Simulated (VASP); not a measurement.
Input:

```
CELL_PARAMETERS angstrom
      0.00000     2.52257     2.52257
      2.52257     0.00000     2.52257
      2.52257     2.52257     0.00000
ATOMIC_POSITIONS crystal
  Zr 0.00000 0.00000 0.00000
  O  0.25000 0.25000 0.25000
  O  0.75000 0.75000 0.75000
```

Level of theory: rev-vdW-DF2, VASP's PBE PAW potentials (set 64) (plane waves; VASP). Run with 520 eV cut-off, 8×8×8 Γ-centred mesh, Gaussian smearing of 0.050 eV, potentials Zr_sv O.

Q: Estimate the energy per atom (σ→0), pressure, band gap (on the k-mesh) with the smallest direct gap where there is one.

A: 
The band gap (on the k-mesh) is 3.42 eV and the smallest direct gap (on the k-mesh) is 3.85 eV. The energy per atom (σ→0) is -7.971 eV/atom and the pressure is 7.94 GPa.

Total energies compare only between runs with the same potentials, cut-off and functional.

The compound is ZrO2 in the fluorite structure, the high-temperature cubic form, which is unstable at 0 K; the monoclinic form is the stable one. This cell is one point of a volume scan, at 0.97 of the reference volume.
